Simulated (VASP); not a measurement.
Computed with PBEsol GGA, VASP's PBE PAW potentials (set 64) (plane waves; VASP).

The input files of a VASP run:

INCAR:
```
ALGO = Normal
EDIFF = 1E-7
ENCUT = 520
GGA = PS
ISIF = 2
ISMEAR = 1
LASPH = .True.
LCHARG = .False.
LMAXMIX = 6
LREAL = .False.
LWAVE = .False.
NELM = 100
PREC = Accurate
SIGMA = 0.1
SYSTEM = Au
```

**POSCAR**
```
Au
1
    0.0000000000     2.0601993335     2.0601993335
    2.0601993335     0.0000000000     2.0601993335
    2.0601993335     2.0601993335     0.0000000000
Au
1
Direct
  0.0000000000   0.0000000000   0.0000000000
```

KPOINTS:
```
Automatic mesh
0
Gamma
15 15 15
0 0 0
```

POTCAR, in this order: Au (PBE.64 set). Program: vasp_std.

Output

OSZICAR:
```
       N       E                     dE             d eps       ncg     rms          rms(c)
DAV:   1     0.440763288501E+02    0.44076E+02   -0.58569E+03  2304   0.109E+03
DAV:   2    -0.382607987443E+01   -0.47902E+02   -0.45212E+02  2248   0.203E+02
DAV:   3    -0.425635593326E+01   -0.43028E+00   -0.42993E+00  2607   0.199E+01
DAV:   4    -0.425745895572E+01   -0.11030E-02   -0.11030E-02  2435   0.105E+00
DAV:   5    -0.425746547726E+01   -0.65215E-05   -0.65207E-05  2521   0.805E-02    0.884E+00
DAV:   6    -0.393918680586E+01    0.31828E+00   -0.10821E+00  2197   0.100E+01    0.555E+00
DAV:   7    -0.391863660318E+01    0.20550E-01   -0.77296E-02  2333   0.260E+00    0.280E+00
DAV:   8    -0.391574642783E+01    0.28902E-02   -0.16077E-03  2307   0.465E-01    0.280E-01
DAV:   9    -0.391572962181E+01    0.16806E-04   -0.15236E-05  2375   0.450E-02    0.177E-02
DAV:  10    -0.391573308878E+01   -0.34670E-05   -0.12505E-06  2394   0.119E-02    0.297E-03
DAV:  11    -0.391573309281E+01   -0.40299E-08   -0.41406E-08  1417   0.209E-03
   1 F= -.39157331E+01 E0= -.39155799E+01  d E =-.459638E-03
```

OUTCAR:
```
------------------------ aborting loop because EDIFF is reached ----------------------------------------
  FORCE on cell =-STRESS in cart. coord.  units (eV):
  Direction    XX          YY          ZZ          XY          YZ          ZX
  --------------------------------------------------------------------------------------
  Total       -0.5196442     -0.5196442     -0.5196442     -0.0000000      0.0000000     -0.0000000
  in kB      -47.6056971    -47.6056971    -47.6056971     -0.0000000      0.0000000     -0.0000000
  external PRESSURE =     -47.6056971 kB  Pullay stress =       0.0000000 kB
  volume of cell :       17.49
      direct lattice vectors                 reciprocal lattice vectors
     0.000000000  2.060199333  2.060199333    -0.242694963  0.242694963  0.242694963
     2.060199333  0.000000000  2.060199333     0.242694963 -0.242694963  0.242694963
     2.060199333  2.060199333  0.000000000     0.242694963  0.242694963 -0.242694963
 POSITION                                       TOTAL-FORCE (eV/Angst)
 -----------------------------------------------------------------------------------
      0.00000      0.00000      0.00000         0.000000      0.000000      0.000000
 -----------------------------------------------------------------------------------
    total drift:                               -0.000000      0.000000      0.000000
  FREE ENERGIE OF THE ION-ELECTRON SYSTEM (eV)
  ---------------------------------------------------
  free  energy   TOTEN  =        -3.9157330928 eV

  energy  without entropy=       -3.9152734551  energy(sigma->0) =       -3.91557988
```
(Selected blocks of OUTCAR.)

OUTCAR:
```
 val. band max:        9.0191109478   @ k =  -0.2667   0.2667   0.0000

 cond. band min:       9.0382450974   @ k =   0.4667   0.3333   0.0000


 Fermi energy:         9.0198235717

 k-point     1 :       0.0000    0.0000    0.0000
  band No.  band energies     occupation
      1      -0.7969      2.00000
      2       4.3084      2.00000
      3       4.3084      2.00000
      4       4.3084      2.00000
      5       5.7694      2.00000
      6       5.7694      2.00000
      7      23.3833      0.00000
      8      27.2276      0.00000
      9      27.2276      0.00000

 k-point     2 :       0.0667    0.0000    0.0000
  band No.  band energies     occupation
      1      -0.6455      2.00000
      2       4.2599      2.00000
      3       4.3595      2.00000
      4       4.3595      2.00000
      5       5.7466      2.00000
      6       5.7466      2.00000
      7      23.5532      0.00000
      8      26.2418      0.00000
      9      27.3998      0.00000

 k-point     3 :       0.1333    0.0000    0.0000
  band No.  band energies     occupation
      1      -0.2087      2.00000
      2       4.1477      2.00000
      3       4.4834      2.00000
      4       4.4834      2.00000
      5       5.7118      2.00000
      6       5.7118      2.00000
      7      23.6958      0.00000
      8      24.5436      0.00000
      9      27.8654      0.00000

 k-point     4 :       0.2000    0.0000    0.0000
  band No.  band energies     occupation
      1       0.4441      2.00000
      2       4.0771      2.00000
      3       4.5829      2.00000
      4       4.5829      2.00000
      5       5.7670      2.00000
      6       5.7670      2.00000
      7      21.7099      0.00000
      8      24.5170      0.00000
      9      28.4030      0.00000

 k-point     5 :       0.2667    0.0000    0.0000
  band No.  band energies     occupation
      1       1.1347      2.00000
      2       4.2632      2.00000
      3       4.5624      2.00000
...
```

Unless said otherwise, spin-orbit coupling is left out, though it shifts the bands of the heavy elements here.

The compound is Au in the fcc structure. This cell is one point of a volume scan, at 1.03 of the reference volume.
